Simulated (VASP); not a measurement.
Input of a VASP 6.6.1 run:

File INCAR:

```
PREC = Accurate
ENCUT = 520
EDIFF = 1E-6
ISMEAR = -1
SIGMA = 0.05
LREAL = F
LASPH = T
NELM = 100
ALGO = Fast
ISIF = 2
LWAVE = F
LCHARG = F
GGA = PE
NBANDS = 66
```

KPOINTS

```
regular mesh
0
Gamma
  3 3 2
```

POSCAR

```
KAg3Se2
1.0
    7.1087220000     -1.1497410000      2.0185090000
   -0.5808570000      6.1010320000      0.0899860000
    1.6427080000      0.7436100000      8.2078380000
Ag K Se
6 2 4
Direct
    0.1486958836      0.1927992925      0.7209425653
    0.3233452912      0.5176589770      0.2196976303
    0.1490429849      0.6578162173      0.5701335898
    0.4302697712      0.1019950119      0.3114992610
    0.3430481380      0.8525805344      0.7952816484
    0.7830635315      0.8318019664      0.6416210557
    0.8420262008      0.7621236060      0.0831612516
    0.6661466204      0.2796276306      0.8558706299
    0.1051820818      0.4073173763      0.0187111587
    0.0383402804      0.0846346059      0.2865964057
    0.5224081430      0.5705848555      0.5089315619
    0.8615059415      0.4125197388      0.3790233801
```

Potentials or basis: VASP PAW PBE potentials, release 64 (Ag, K_sv, Se).

Command:

```console
$ cat potpaw_PBE.64/Ag/POTCAR potpaw_PBE.64/K_sv/POTCAR potpaw_PBE.64/Se/POTCAR > POTCAR
$ mpirun -np 1 vasp_std > vasp.out
```

(1) What does it give for the largest force?

(2) Estimate the band gap on the k mesh.

## Answers

(1) 1.752 eV/Å.

(2) none (metal or under the smearing width).

Caveat: the k mesh is coarse (spacing up to 0.43 Å⁻¹), so the values aren't converged.
